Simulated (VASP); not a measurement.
VASP ran on this input.

**KPOINTS**
```
K-points
0
gamma
 13 13 1
```

**POSCAR**
```
TiO2
1
    2.8057440000     0.0000000000     0.0000000000
   -1.4028720000     2.4298460000     0.0000000000
    0.0000000000     0.0000000000    16.2812410000
Ti O
1 2
Direct
  0.0000000000   0.0000000000   0.5000000000
  0.3333330000   0.6666670000   0.5700570000
  0.6666670000   0.3333330000   0.4299430000
```

INCAR:
```
ALGO = Normal
EDIFF = 1E-6
ENCUT = 400
GGA = PE
ISIF = 2
ISMEAR = -1
LASPH = .TRUE.
LCHARG = .FALSE.
LDAU = .TRUE.
LDAUJ = 0 0
LDAUL = 2 -1
LDAUTYPE = 2
LDAUU = 7.0 0
LMAXMIX = 4
LREAL = .FALSE.
LWAVE = .FALSE.
NELM = 100
PREC = Accurate
SIGMA = 0.1
SYSTEM = TiO2
```

POTCAR, in this order: Ti_sv O (PBE.64 set). Program: vasp_std.

**Question.** Write an equivalent input for Quantum ESPRESSO's pw.x.

**Answer.** One equivalent input (not run):
```
&CONTROL
  calculation = 'scf'
  pseudo_dir = './pseudo'
  outdir = './out'
  tprnfor = .true.
  tstress = .true.
/
&SYSTEM
  ibrav = 0
  nat = 3
  ntyp = 2
  ecutwfc = 84
  occupations = 'smearing'
  smearing = 'fermi-dirac'
  degauss = 0.00735
  input_dft = 'pbe'
/
&ELECTRONS
  conv_thr = 7.3e-08
  electron_maxstep = 100
/
ATOMIC_SPECIES
  Ti 47.867 Ti.upf
  O 15.999 O.upf
CELL_PARAMETERS angstrom
     2.8057440    0.0000000    0.0000000
    -1.4028720    2.4298460    0.0000000
     0.0000000    0.0000000   16.2812410
ATOMIC_POSITIONS crystal
  Ti   0.0000000  0.0000000  0.5000000
  O    0.3333330  0.6666670  0.5700570
  O    0.6666670  0.3333330  0.4299430
K_POINTS automatic
  13 13 1 0 0 0
HUBBARD {ortho-atomic}
U Ti-3d 7
```
What does not carry over: the potentials are each code's own (VASP's PAW set, PseudoDojo norm-conserving files in pw.x), so ENCUT and ecutwfc are chosen apart and not converted; conv_thr bounds pw.x's estimated SCF error, while EDIFF bounds the energy change between steps; the +U projectors differ (PAW spheres against orthogonalised atomic orbitals), so the same U acts differently.

The cell is a sheet with vacuum, built from a generated structure.
